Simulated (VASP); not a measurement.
Runs of VASP 6.6.1 on Ba. Symmetry: Im-3m, No. 229, cubic system. Conventional cell: a = 5.013 Å, b = 5.013 Å, c = 5.013 Å, α = 90.00°, β = 90.00°, γ = 90.00°. Around Ba (site symmetry m-3m) lie 8 Ba at 4.34 Å. 

```tsv
level	potentials or basis	gap on the mesh (eV)	pressure (GPa)	relaxed volume (Å³/atom)
r2SCAN	VASP PAW PBE potentials, release 64 (Ba_sv)	none	0.0	65.51
PBEsol	VASP PAW PBE potentials, release 64 (Ba_sv)	none	0.0	(b)
PBE	VASP PAW PBE potentials, release 64 (Ba_sv)	none	0.0	63.76
PBE+D3(BJ)	VASP PAW PBE potentials, release 64 (Ba_sv)	none	0.0	60.04
LDA	VASP PAW LDA potentials, release 64 (Ba_sv)	none	0.0	(a)
```

Alike in all rows: task relaxation of cell and atoms; no spin polarisation; cell relaxed; k mesh 12 × 12 × 12; cutoff (eV) 600; smearing methfessel-paxton 0.1 eV.

Problem. Fill in the values left out.

Solution. (a) 53.94; (b) 58.37.

Caveats: the PAW data sets were made with another functional, which shifts forces and pressure a little (some runs); pairwise dispersion overbinds metals, which lowers pressure and volume (some runs); the volume moved by -14 % from the deposited cell, more than functionals usually miss (some runs).

A k mesh can miss the band edges, and the runs leave out spin-orbit coupling on Ba.

A gap of «none» marks a metal or a gap under the smearing width.

Not every run made on this cell is shown here.
